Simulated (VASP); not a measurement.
```xyz
2
Lattice="0.0000 2.5957 2.5957 2.5957 0.0000 2.5957 2.5957 2.5957 0.0000" Properties=species:S:1:pos:R:3 pbc="T T T"
Mg     0.0000     2.5957     2.5957
S      2.5957     2.5957     2.5957
```

The numbers are results of r2SCAN meta-GGA, VASP's PBE PAW potentials (set 64) (plane waves; VASP), not measurements. Numerical set-up: 480 eV cut-off, 8×8×8 Γ-centred mesh, Gaussian smearing of 0.050 eV, potentials Mg S.

Energy and stress use the plane-wave basis of the starting cell.

### Question
The ions, cell shape and volume at an external pressure of 10.0 GPa are relaxed. Give the cell that the relaxation ends in.

### Answer

```xyz
2
Lattice="0.0000 2.5110 2.5110 2.5110 0.0000 2.5110 2.5110 2.5110 0.0000" Properties=species:S:1:pos:R:3 pbc="T T T"
Mg     0.0000     0.0000     0.0000
S      2.5110     2.5110     2.5110
```
Space group Fm-3m (225), at a tolerance of 0.03 Å.

### Question
How do energy and volume change from the first to the last step?

### Answer
The energy (σ→0) changes by +47.6 meV/atom and the volume by -9.5 %, in 3 ionic steps.

```csv
step,E(σ→0) (eV),max force (eV/Å),pressure (GPa),volume (Å³)
1,-15.5103,0.000,0.06,34.98
2,-15.2503,0.000,18.27,29.77
3,-15.4152,0.000,9.96,31.67
```

The compound is MgS in the rock salt structure. This run relaxes it under an external pressure of 10 GPa. Symmetry was kept, so distortions that lower it aren't found.
